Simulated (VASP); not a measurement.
# Al16SO23 (a cell with a defect) in VASP: notebook, part 2 of 2

VASP 6.6.1. The steps go on from the part before.

### Step 3. Electric field gradients, PBE

The input, INCAR:

```
ALGO = Fast ; EDIFF = 1E-8
ENCUT = 520 ; GGA = PE
ISIF = 2 ; ISMEAR = -1
LASPH = True ; LCHARG = False
LEFG = True ; LREAL = Auto
LWAVE = False ; NBANDS = 122
NELM = 100 ; PREC = Accurate
SIGMA = 0.01
```

The input, KPOINTS:

```
k-points
0
Gamma
  3 3 3
```

The input, POSCAR:

```
Al16SO23
1.0
   -4.8050272208     -2.7741837594      4.3720844159
    4.8050272208     -2.7741837594      4.3720844159
    0.0000000000      5.5483675188      4.3720844159
Al S O
16 1 23
Direct
    0.6479040000      0.6479040000      0.6479040000
    0.1479040000      0.1479040000      0.6479040000
    0.1479040000      0.6479040000      0.1479040000
    0.6479040000      0.1479040000      0.1479040000
    0.8520960000      0.8520960000      0.8520960000
    0.3520960000      0.3520960000      0.8520960000
    0.3520960000      0.8520960000      0.3520960000
    0.8520960000      0.3520960000      0.3520960000
    0.1479040000      0.1479040000      0.1479040000
    0.6479040000      0.6479040000      0.1479040000
    0.6479040000      0.1479040000      0.6479040000
    0.1479040000      0.6479040000      0.6479040000
    0.3520960000      0.3520960000      0.3520960000
    0.8520960000      0.8520960000      0.3520960000
    0.8520960000      0.3520960000      0.8520960000
    0.3520960000      0.8520960000      0.8520960000
    0.4030727500      0.5969272500      0.2500000000
    0.9030727500      0.0969272500      0.2500000000
    0.9030727500      0.5969272500      0.7500000000
    0.4030727500      0.0969272500      0.7500000000
    0.4030727500      0.7500000000      0.5969272500
    0.9030727500      0.2500000000      0.5969272500
    0.9030727500      0.7500000000      0.0969272500
    0.4030727500      0.2500000000      0.0969272500
    0.5969272500      0.2500000000      0.4030727500
    0.0969272500      0.7500000000      0.4030727500
    0.0969272500      0.2500000000      0.9030727500
    0.5969272500      0.7500000000      0.9030727500
    0.2500000000      0.4030727500      0.5969272500
    0.7500000000      0.9030727500      0.5969272500
    0.7500000000      0.4030727500      0.0969272500
    0.2500000000      0.9030727500      0.0969272500
    0.7500000000      0.5969272500      0.4030727500
    0.2500000000      0.0969272500      0.4030727500
    0.2500000000      0.5969272500      0.9030727500
    0.7500000000      0.0969272500      0.9030727500
    0.5969272500      0.4030727500      0.7500000000
    0.0969272500      0.9030727500      0.7500000000
    0.0969272500      0.4030727500      0.2500000000
    0.5969272500      0.9030727500      0.2500000000
```

Potentials or basis: VASP PAW PBE potentials, release 64 (Al, S, O).

On the command line:

```bash
$ cat potpaw_PBE.64/Al/POTCAR potpaw_PBE.64/S/POTCAR potpaw_PBE.64/O/POTCAR > POTCAR
$ mpirun -np 1 vasp_std > vasp.out
```

OUTCAR:

```text
EDIFF = 1E-8
   ENCUT = 520
   GGA = PE
   ISIF = 2
   ISMEAR = -1
   LASPH = True
   LREAL = Auto
   NELM = 100
   PREC = Accurate

 ion  position               nearest neighbor table
   1  0.648  0.648  0.648-  21 1.87  37 1.87  33 1.87  19 1.99  28 1.99  30 1.99   5 2.68  15 2.82
                            16 2.82  14 2.82   8 3.25   7 3.25   6 3.25
   2  0.148  0.148  0.648-  22 1.87  38 1.87  34 1.87  20 1.99  27 1.99  29 1.99   6 2.68  15 2.82
                            16 2.82  13 2.82   8 3.25   7 3.25   5 3.25
   3  0.148  0.648  0.148-  23 1.87  39 1.87  35 1.87  17 1.99  26 1.99  32 1.99   7 2.68  13 2.82
                            14 2.82  16 2.82   5 3.25   6 3.25   8 3.25
   4  0.648  0.148  0.148-  24 1.87  40 1.87  36 1.87  18 1.99  25 1.99  31 1.99   8 2.68  13 2.82
                            14 2.82  15 2.82   5 3.25   6 3.25   7 3.25
   5  0.852  0.852  0.852-  36 1.87  38 1.87  23 1.87  19 1.99  28 1.99  30 1.99   1 2.68  11 2.82
                            12 2.82  10 2.82   4 3.25   3 3.25   2 3.25
   6  0.352  0.352  0.852-  35 1.87  37 1.87  24 1.87  20 1.99  27 1.99  29 1.99   2 2.68  11 2.82
                            12 2.82   9 2.82   4 3.25   3 3.25   1 3.25
   7  0.352  0.852  0.352-  34 1.87  40 1.87  21 1.87  17 1.99  26 1.99  32 1.99   3 2.68   9 2.82
                            10 2.82  12 2.82   1 3.25   2 3.25   4 3.25
   8  0.852  0.352  0.352-  33 1.87  39 1.87  22 1.87  18 1.99  25 1.99  31 1.99   4 2.68   9 2.82
                            10 2.82  11 2.82   1 3.25   2 3.25   3 3.25
   9  0.148  0.148  0.148-  32 1.87  18 1.87  27 1.87  39 1.99  34 1.99  24 1.99  13 2.68   8 2.82
[... 1481 lines left out ...]
   1      -2.888    -2.804     5.692     0.051    -0.006     0.040
   2      -2.933    -2.851     5.783     0.004    -0.045    -0.002
   3     -15.626    13.898     1.728    -1.688    25.164     1.356
   4      -2.812    -3.208     6.019     0.387    -0.339     0.159
   5      -2.933    -2.851     5.783    -0.004     0.045    -0.002
   6      -2.888    -2.804     5.692    -0.051     0.006     0.040
[... 32 lines left out ...]
  39      11.908    -6.107    -5.802    -0.259     1.371   -29.725
  40      11.908    -6.107    -5.802     0.259    -1.371   -29.725
---------------------------------------------------------------------

 Electric field gradients after diagonalization (V/A^2)
 (convention: |V_zz| > |V_xx| > |V_yy|)
----------------------------------------------------------------------
 ion       V_xx      V_yy      V_zz     asymmetry (V_yy - V_xx)/ V_zz
----------------------------------------------------------------------
   1      -2.912    -2.780     5.692       0.023
   2      -2.933    -2.850     5.784       0.014
   3      19.672    13.993   -33.665       0.169
   4      -3.455    -2.579     6.035       0.145
   5      -2.933    -2.850     5.784       0.014
   6      -2.912    -2.780     5.692       0.023
[... 32 lines left out ...]
  39      23.882    11.810   -35.692       0.338
  40      23.882    11.810   -35.692       0.338
----------------------------------------------------------------------

           NMR quadrupolar parameters

 Cq : quadrupolar parameter    Cq=e*Q*V_zz/h
 eta: asymmetry parameters     (V_yy - V_xx)/ V_zz
 Q  : nuclear electric quadrupole moment in mb (millibarn)
----------------------------------------------------------------------
 ion       Cq(MHz)       eta       Q (mb)
----------------------------------------------------------------------
   1       0.014       0.023       1.000
   2       0.014       0.014       1.000
   3      -0.081       0.169       1.000
   4       0.015       0.145       1.000
   5       0.014       0.014       1.000
   6       0.014       0.023       1.000
[... 32 lines left out ...]
  39      -0.086       0.338       1.000
  40      -0.086       0.338       1.000
----------------------------------------------------------------------
```

OSZICAR:

```text
N       E                     dE             d eps       ncg     rms          rms(c)
DAV:   1     0.104644244137E+04    0.10464E+04   -0.10187E+05  2456   0.150E+03
DAV:   2    -0.249482031732E+03   -0.12959E+04   -0.12638E+04  2948   0.321E+02
DAV:   3    -0.318736445111E+03   -0.69254E+02   -0.68914E+02  2904   0.792E+01
[... 11 lines left out ...]
RMM:  15    -0.288562548935E+03    0.30201E-04   -0.10889E-04  2939   0.297E-02    0.777E-03
RMM:  16    -0.288562551971E+03   -0.30364E-05   -0.42060E-05  2951   0.178E-02    0.870E-03
RMM:  17    -0.288562550944E+03    0.10270E-05   -0.57762E-06  2970   0.644E-03    0.395E-03
RMM:  18    -0.288562551033E+03   -0.88965E-07   -0.19659E-06  3036   0.311E-03    0.365E-03
RMM:  19    -0.288562551058E+03   -0.24889E-07   -0.23730E-07  2887   0.113E-03    0.308E-03
RMM:  20    -0.288562551059E+03   -0.12296E-08   -0.27453E-08  2166   0.403E-04
   1 F= -.28856255E+03 E0= -.28856255E+03  d E =-.805937E-13
```

Wall time 8.8 min (1 thread of AMD EPYC 9R45 (Zen 5), shared host); peak memory 0.51 GiB.

Results:

- Free energy: -288.5626 eV
- Pressure: 12.2 GPa
- Largest force: 9.444 eV/Å
- Band gap on the k mesh: 5.85 eV, direct

Forces in eV/Å, atoms in the order of the input:
```
Al   0.012  0.053  0.113
Al   0.015 -0.007 -0.001
Al   4.223  0.047 -3.926
Al  -0.090  0.013  0.033
Al   0.015  0.007  0.001
Al   0.012 -0.053 -0.113
Al   4.223 -0.047  3.926
Al  -0.090 -0.013 -0.033
Al   0.080  0.025 -0.032
Al  -4.623 -7.061  4.237
Al  -0.017 -0.022 -0.039
Al   0.031  0.122  0.021
Al  -4.623  7.061 -4.237
Al   0.080 -0.025  0.032
Al  -0.017  0.022  0.039
Al   0.031 -0.122 -0.021
S   -0.230  0.000  0.000
O   -0.053  0.000  0.000
O   -0.004 -0.003 -0.009
O   -0.004  0.003  0.009
O    0.106  0.304  0.393
O    0.005 -0.005  0.009
O   -0.010 -0.002  0.020
O   -0.167 -0.043 -0.245
O   -0.302  0.132  0.024
O    0.672  0.452 -0.048
O   -0.004  0.009  0.015
O    0.023 -0.316 -0.006
O    0.023  0.316  0.006
O   -0.004 -0.009 -0.015
O   -0.302 -0.132 -0.024
O    0.672 -0.452  0.048
O   -0.167  0.043  0.245
O   -0.010  0.002 -0.020
O    0.106 -0.304 -0.393
O    0.005  0.005 -0.009
O    0.029  0.000  0.000
O   -0.003  0.000  0.000
O    0.179  0.432 -0.593
O    0.179 -0.432  0.593
```

Stress tensor (GPa, compression positive):
```
12.90  0.00  0.00
 0.00 12.34 -5.62
 0.00 -5.62 11.27
```

Electric field gradients, principal values (V/Å²):
| atom | Vxx | Vyy | Vzz |
| --- | --- | --- | --- |
| 1 Al | -2.780 | -2.912 | 5.692 |
| 2 Al | -2.850 | -2.933 | 5.784 |
| 3 Al | 13.993 | 19.672 | -33.665 |
| 4 Al | -2.579 | -3.455 | 6.035 |
| 5 Al | -2.850 | -2.933 | 5.784 |
| 6 Al | -2.780 | -2.912 | 5.692 |
| 7 Al | 13.993 | 19.672 | -33.665 |
| 8 Al | -2.579 | -3.455 | 6.035 |
| 9 Al | -2.810 | -2.995 | 5.805 |
| 10 Al | 20.952 | 27.567 | -48.518 |
| 11 Al | -2.811 | -3.023 | 5.834 |
| 12 Al | -2.897 | -2.905 | 5.802 |
| 13 Al | 20.952 | 27.567 | -48.518 |
| 14 Al | -2.810 | -2.995 | 5.805 |
| 15 Al | -2.811 | -3.023 | 5.834 |
| 16 Al | -2.897 | -2.905 | 5.802 |
| 17 S | 2.923 | 3.047 | -5.970 |
| 18 O | 9.660 | 29.059 | -38.718 |
| 19 O | 9.378 | 29.423 | -38.801 |
| 20 O | 9.378 | 29.423 | -38.801 |
| 21 O | 8.301 | 28.951 | -37.252 |
| 22 O | 9.501 | 29.322 | -38.823 |
| 23 O | 9.640 | 29.486 | -39.126 |
| 24 O | 8.900 | 28.951 | -37.851 |
| 25 O | 10.374 | 28.726 | -39.100 |
| 26 O | 5.284 | 30.642 | -35.926 |
| 27 O | 9.222 | 29.653 | -38.875 |
| 28 O | 8.892 | 29.378 | -38.270 |
| 29 O | 8.892 | 29.378 | -38.270 |
| 30 O | 9.222 | 29.653 | -38.875 |
| 31 O | 10.374 | 28.726 | -39.100 |
| 32 O | 5.284 | 30.642 | -35.926 |
| 33 O | 8.900 | 28.951 | -37.851 |
| 34 O | 9.640 | 29.486 | -39.126 |
| 35 O | 8.301 | 28.951 | -37.252 |
| 36 O | 9.501 | 29.322 | -38.823 |
| 37 O | 9.400 | 29.344 | -38.745 |
| 38 O | 9.445 | 29.318 | -38.763 |
| 39 O | 11.810 | 23.882 | -35.692 |
| 40 O | 11.810 | 23.882 | -35.692 |

As with any semilocal functional, this PBE gap is likely too small.
